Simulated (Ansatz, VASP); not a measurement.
## Cross-check of Ba2ScCuO4 between VASP and Ansatz

Aim: how closely do two programs agree when they are given the same cell, functional and k mesh? The cell is taken from a series of runs on this material, whose earlier steps may have relaxed, scaled, displaced or heated it; both programs get it as it stands.

Calculated with Ansatz 0.2.0; plane waves, with VASP 6.6.1 beside it; dielectric response at PBEsol.

## 1. The starting structure

Symmetry: P4/mmm, No. 123, tetragonal system. Conventional cell: a = 4.177 Å, b = 4.177 Å, c = 8.079 Å, α = 90.00°, β = 90.00°, γ = 90.00°. Nearest to Ba lie 8 O at 2.81 to 2.97 Å. Sc has 6 O at 2.09 to 2.22 Å nearest. Nearest to Cu lie 2 O at 1.82 Å. O has 2 Sc at 2.09 Å and 4 Ba at 2.81 Å nearest. Nearest to O lie 1 Cu at 1.82 Å and 1 Sc at 2.22 Å and 4 Ba at 2.97 Å. Farther neighbours and most contacts between anions are not listed.

## 2. Ansatz: dielectric response, PBEsol

Ansatz runs on its default PAW (the set named soft_2) files.

The response to a field tests empty states and converges slowly with the mesh.

File input.yaml:

```yaml
crystal:
  lattice:
    - [4.176956, 0.0, 0.0]
    - [0.0, 4.176956, 0.0]
    - [0.0, 0.0, 8.078857]
  atoms:
    - { symbol: Ba, position: [0.5, 0.5, 0.767977] }
    - { symbol: Ba, position: [0.5, 0.5, 0.232023] }
    - { symbol: Sc, position: [0.0, 0.0, 0.0] }
    - { symbol: Cu, position: [0.0, 0.0, 0.5] }
    - { symbol: O, position: [0.0, 0.5, 0.0] }
    - { symbol: O, position: [0.5, 0.0, 0.0] }
    - { symbol: O, position: [0.0, 0.0, 0.724671] }
    - { symbol: O, position: [0.0, 0.0, 0.275329] }
kpoints:
  mp_grid: { grid: [6, 6, 4] }
hamiltonian:
  xc: pbesol
scf:
  occupations: { method: fixed }
dielectric: {}
```

Command:

```
ansatz run input.yaml --threads 4 --pin off --max-ram 7372MiB --backend cpu --events-out ev --progress --plain --runs-dir out
```

Numbers of over 12 decimals in the logs are rounded to 6 here.

Log:

```text
Engine: ansatz 0.2.0, aarch64-unknown-linux-gnu
Pseudopotentials: kind: paw
Pseudopotential: Ba, paw, valence charge 10, recommended cutoff 420 eV (normal), Ba.paw.azcp
Pseudopotential: Sc, paw, valence charge 11, recommended cutoff 420 eV (normal), Sc.paw.azcp
Pseudopotential: Cu, paw, valence charge 19, recommended cutoff 420 eV (normal), Cu.paw.azcp
Pseudopotential: O, paw, valence charge 6, recommended cutoff 420 eV (normal), O.paw.azcp
Functional definition: PBEsol
  exchange = pbesol_x
  correlation = pbesol_c
Crystal: 8 atoms, lattice volume = 140.952 Å³
Basis set: ecut = 420 eV, 2723 PW (Γ), exchange–correlation on 60×60×108 points (8 copies of the dense FFT grid, shifted against one another)
Bands: 45, of which v1, the nominal top of the filled ones, is band 37 counted from 1 (36 counted from 0)
Symmetry: 16 space group operations
k-points: 56 of 144 (irreducible under 2 space group operations, time reversal used)
Non-local potential: Ba, projectors of the file, l = 0: 3, l = 1: 2, l = 2: 2, l = 3: 2
Non-local potential: Sc, projectors of the file, l = 0: 3, l = 1: 2, l = 2: 3, l = 3: 1
Non-local potential: Cu, projectors of the file, l = 0: 3, l = 1: 2, l = 2: 3, l = 3: 1
Non-local potential: O, projectors of the file, l = 0: 2, l = 1: 2, l = 2: 1
PAW form: soft (Blöchl's): semilocal exchange-correlation on the pseudo side does not see the compensation charge
PAW frozen core: Ba, regenerated for the run's functional, and the local potential with it (the file was generated under x = pbe(κ = 0.804, μ = 0.219515), c = pbe(β = 0.066725))
PAW frozen core: Sc, regenerated for the run's functional, and the local potential with it (the file was generated under x = pbe(κ = 0.804, μ = 0.219515), c = pbe(β = 0.066725))
PAW frozen core: Cu, regenerated for the run's functional, and the local potential with it (the file was generated under x = pbe(κ = 0.804, μ = 0.219515), c = pbe(β = 0.066725))
PAW frozen core: O, regenerated for the run's functional, and the local potential with it (the file was generated under x = pbe(κ = 0.804, μ = 0.219515), c = pbe(β = 0.066725))
PAW one-centre angular grid: Ba, 194 points (default); XC on 64 Gauss nodes
PAW one-centre angular grid: Sc, 590 points (default); XC on 64 Gauss nodes
PAW one-centre angular grid: Cu, 590 points (default); XC on 64 Gauss nodes
PAW one-centre angular grid: O, 110 points (default); XC on 64 Gauss nodes
Initial density: superposition of atomic densities (neutral atoms: chi_scale 0, normalization atom), corrected by the library's trained network
Initial wavefunctions: pseudopotential atomic-orbital guess
Functional: x = pbesol(κ = 0.804, μ = 0.123457), c = pbesol(β = 0.046)
SCF iter   1: F=—  HF=-22679.402542 eV  |F-HF|=—  |Δ(HF+E_count)|=         —  Δρ=1.45e-2  dr2=2.45e-1  ethr=1.77e-3  ⟨swp⟩=4.7  Hψ=9640  notcnv=0  defer=311
preconditioner: auto → Resta (q_TF=auto, 2.450 Å⁻¹)  ε∞=5.8  [insulator: Δε(μ)=1.792 eV  Ē_g=10.541 eV  n_scr=38 (ndim 8)  ℏωp=23.0 eV  f_vac=0.029  ε∞_Penn≈5.8]
SCF iter   2: F=—  HF=-22679.362913 eV  |F-HF|=—  |Δ(HF+E_count)|=   3.96e-2  Δρ=7.66e-3  dr2=5.13e-2  ethr=3.31e-4  ⟨swp⟩=2.6  Hψ=4698  notcnv=0  defer=335
SCF iter   3: F=—  HF=-22679.352723 eV  |F-HF|=—  |Δ(HF+E_count)|=   1.02e-2  Δρ=3.59e-3  dr2=1.23e-2  ethr=6.93e-5  ⟨swp⟩=2.7  Hψ=4610  notcnv=0  defer=336
SCF iter   4: F=—  HF=-22679.350896 eV  |F-HF|=—  |Δ(HF+E_count)|=   1.83e-3  Δρ=9.62e-4  dr2=1.16e-3  ethr=1.66e-5  ⟨swp⟩=2.0  Hψ=4926  notcnv=0  defer=334
SCF iter   5: F=—  HF=-22679.350922 eV  |F-HF|=—  |Δ(HF+E_count)|=   2.59e-5  Δρ=2.65e-4  dr2=9.68e-5  ethr=1.57e-6  ⟨swp⟩=2.0  Hψ=4707  notcnv=0  defer=333
SCF iter   6: F=—  HF=-22679.350953 eV  |F-HF|=—  |Δ(HF+E_count)|=   3.15e-5  Δρ=2.53e-4  dr2=6.57e-5  ethr=1.31e-7  ⟨swp⟩=2.0  Hψ=4456  notcnv=0  defer=195
SCF iter   7: F=—  HF=-22679.350944 eV  |F-HF|=—  |Δ(HF+E_count)|=   8.99e-6  Δρ=7.94e-5  dr2=6.10e-6  ethr=8.87e-8  ⟨swp⟩=2.0  Hψ=4050  notcnv=0  defer=153
SCF iter   8: F=—  HF=-22679.350943 eV  |F-HF|=—  |Δ(HF+E_count)|=   1.85e-6  Δρ=2.24e-5  dr2=6.86e-7  ethr=8.24e-9  ⟨swp⟩=2.0  Hψ=3769  notcnv=0  defer=148
SCF iter   9: F=—  HF=-22679.350943 eV  |F-HF|=—  |Δ(HF+E_count)|=   1.83e-7  Δρ=4.08e-6  dr2=3.67e-8  ethr=9.27e-10  ⟨swp⟩=2.0  Hψ=4415  notcnv=0  defer=148
SCF iter  10: F=—  HF=-22679.350943 eV  |F-HF|=—  |Δ(HF+E_count)|=   1.10e-8  Δρ=3.17e-6  dr2=1.38e-8  ethr=4.97e-11  ⟨swp⟩=2.0  Hψ=3863  notcnv=0  defer=148
SCF iter  11: F=—  HF=-22679.350943 eV  |F-HF|=—  |Δ(HF+E_count)|=   1.22e-9  Δρ=5.64e-7  dr2=3.96e-10  ethr=1.86e-11  ⟨swp⟩=2.0  Hψ=3798  notcnv=0  defer=148
SCF iter  12: F=—  HF=-22679.350943 eV  |F-HF|=—  |Δ(HF+E_count)|=  1.86e-10  Δρ=3.43e-7  dr2=1.59e-10  ethr=1.00e-12  ⟨swp⟩=13.5  Hψ=12521  notcnv=0
SCF iter  13: F=-22679.350943 eV  HF=-22679.350943 eV  |F-HF|=3.64e-11  |Δ(HF+E_count)|=  1.09e-11  Δρ=1.97e-7  dr2=4.67e-11  ethr=1.00e-12  ⟨swp⟩=3.0  Hψ=5788  notcnv=0
SCF 1 converged in 13 iterations: F = -22679.350943 eV  dr2 = 4.67e-11
  greatest PAW one-centre occupation: 1.000 electrons in one spin orbital (limit 2), on the Cu atom at site 3 (counted from 0), in its partial waves of l = 0
DFPT response loops at Γ: preconditioner auto → Resta (q_TF=auto, 2.450 Å⁻¹)  ε∞=5.5 (no band partly filled); β = 1.00, the filter's whole step (`scf.mixing.beta` (0.50) is not read by the response loops at its default; to damp them type it under 1.00, their step now; it binds the ground state too); Broyden in place of MSR1
── the response to a field inside a basis, on 6×6×4 k-points: an SCF that follows is theirs, and a resumed run solves both again ──
Bands: 38, of which v1, the nominal top of the filled ones, is band 37 counted from 1 (36 counted from 0)
k-points: 12 of 144
Initial density: handed on by an earlier stage of this run
Initial wavefunctions: pseudopotential atomic-orbital guess (no wavefunctions were taken with the density)
Eigensolver: Dense (12 Hₖ)
SCF iter   1: F=—  HF=-22679.162479 eV  |F-HF|=—  |Δ(HF+E_count)|=         —  Δρ=5.22e-4  dr2=1.24e-4  ethr=1.00e-1
preconditioner: auto → Resta (q_TF=auto, 2.450 Å⁻¹)  ε∞=8.1  [insulator: Δε(μ)=2.117 eV  Ē_g=8.624 eV  n_scr=38 (ndim 8)  ℏωp=23.0 eV  f_vac=0.030  ε∞_Penn≈8.1]
SCF iter   2: F=—  HF=-22679.162513 eV  |F-HF|=—  |Δ(HF+E_count)|=   3.42e-5  Δρ=2.86e-4  dr2=6.46e-5  ethr=1.68e-7
SCF iter   3: F=—  HF=-22679.162527 eV  |F-HF|=—  |Δ(HF+E_count)|=   1.38e-5  Δρ=2.31e-4  dr2=3.90e-5  ethr=8.72e-8
SCF iter   4: F=—  HF=-22679.162527 eV  |F-HF|=—  |Δ(HF+E_count)|=   4.36e-7  Δρ=1.04e-4  dr2=9.72e-6  ethr=5.27e-8
SCF iter   5: F=—  HF=-22679.162527 eV  |F-HF|=—  |Δ(HF+E_count)|=   5.16e-7  Δρ=1.92e-5  dr2=5.68e-7  ethr=1.31e-8
SCF iter   6: F=-22679.162527 eV  HF=-22679.162527 eV  |F-HF|=2.55e-9  |Δ(HF+E_count)|=   1.64e-7  Δρ=6.24e-6  dr2=5.10e-8  ethr=7.67e-10
SCF 1 converged in 6 iterations: F = -22679.162527 eV  dr2 = 5.10e-8
DFPT response loops at Γ: preconditioner auto → Resta (q_TF=auto, 2.450 Å⁻¹)  ε∞=5.3 (no band partly filled); β = 1.00, the filter's whole step (`scf.mixing.beta` (0.50) is not read by the response loops at its default; to damp them type it under 1.00, their step now; it binds the ground state too); Broyden in place of MSR1
SCF converged after 13 iterations
Free energy (F): -22679.350943 eV
Harris-Foulkes:  -22679.350943 eV  (|F-HF|=3.64e-11)
Internal energy: -22679.350943 eV  (E = F + TS)
E sigma→0 (E₀):  -22679.350943 eV
Fermi energy:    8.440480 eV
--- Per-component energies (eV) ---
  E_band       = -704.537278
  E_kinetic    = 1595.235699
  E_local      = -8954.692694  (includes V_loc(G=0)·N_el)
  E_nonlocal   = 780.980770
  E_hartree    = 3771.803251
  E_xc         = -819.907388
  E_vxc        = -892.286148  (∫ρ·V_xc dr)
  E_paw        = -13445.553971  (= ΣΔE_a)
  E_vpaw       = -777.391644  (= ΣTr[D̂ρ^β])
  E_aug_tail   = 0.009899  (compensation charges beyond the density's cutoff)
  E_ewald      = -5608.005755
  E_core_change = 0.779245  (= ΣΔE_core)
  E_smearing   = -0.000000  (= −TS)
  E_closure    = 0.000000  (closes the sum)
  Σ components = -22679.350943   (vs F -22679.350943, Δ=0.00e0)
--- Band table (eV; the first three rows and the last of 56) ---
  k-point 0: bands = [... 33 lower, 7.7750, 7.7750, 8.1815, 8.1815, 10.6482, 11.7115, 11.8932, 12.2266, ... 4 higher]
  k-point 1: bands = [... 33 lower, 7.6539, 7.6539, 8.3287, 8.3287, 11.0253, 11.7115, 12.0091, 12.0985, ... 4 higher]
  k-point 2: bands = [... 33 lower, 7.5698, 7.5698, 8.4405, 8.4405, 11.4692, 11.7115, 11.9017, 11.9017, ... 4 higher]
  k-point 55: bands = [... 33 lower, 7.5944, 7.8152, 8.3413, 8.3413, 11.2568, 11.2568, 12.6901, 13.0297, ... 4 higher]
--- Dielectric response (ions clamped): 3 representative field directions + reference, inside a basis on a mesh of 144 k-points (Σ response iterations 18) ---
  ε∞ (high-frequency dielectric tensor):
        4.751555     0.000000     0.000000
        0.000000     4.751555     0.000000
        0.000000     0.000000     4.942697
  Born effective charges Z* (e; rows j = field, columns β = displacement):
    site 0:
         2.90150    0.00000   -0.00000
        -0.00000    2.90150    0.00000
         0.00000    0.00000    2.31196
    site 1:
         2.90150    0.00000   -0.00000
        -0.00000    2.90150    0.00000
        -0.00000    0.00000    2.31196
    site 2:
         4.32513    0.00000    0.00000
        -0.00000    4.32513    0.00000
         0.00000    0.00000    4.27981
    site 3:
        -0.77620    0.00000    0.00000
        -0.00000   -0.77620    0.00000
         0.00000    0.00000    2.08688
    site 4:
        -2.47057    0.00000    0.00000
        -0.00000   -3.79415    0.00000
         0.00000    0.00000   -2.11563
    site 5:
        -3.79415    0.00000    0.00000
        -0.00000   -2.47057    0.00000
         0.00000    0.00000   -2.11563
    site 6:
        -1.54361   -0.00000    0.00000
         0.00000   -1.54361    0.00000
         0.00000   -0.00000   -3.37968
    site 7:
        -1.54361   -0.00000    0.00000
         0.00000   -1.54361    0.00000
        -0.00000   -0.00000   -3.37968
  Z* charge neutrality: 1.261e-2 e pre-enforcement
  solved inside a basis spanned on kpoints, on 6×6×4 k-points, its susceptibility summed on 12×12×6: ε∞ is read to err by 2.3e-2, Z* by 2.5e-2 e (field_mesh: kpoints solves on kpoints); Z* is corrected for what the basis lacks
```

[end of part 1 of 2]

[Lines on the potential files, build, host, timing and source positions are cut from VASP's logs without a mark.]

[Logs are printed without paths, hosts, clocks, repeated set-up lines and the standing remarks that a program may print on its own settings, such as how far it seeks lower states.]

[Hosts, paths, dates, database ids (printed as entryN), source tags and the programs' standing remarks are cut or masked in the printed files.]
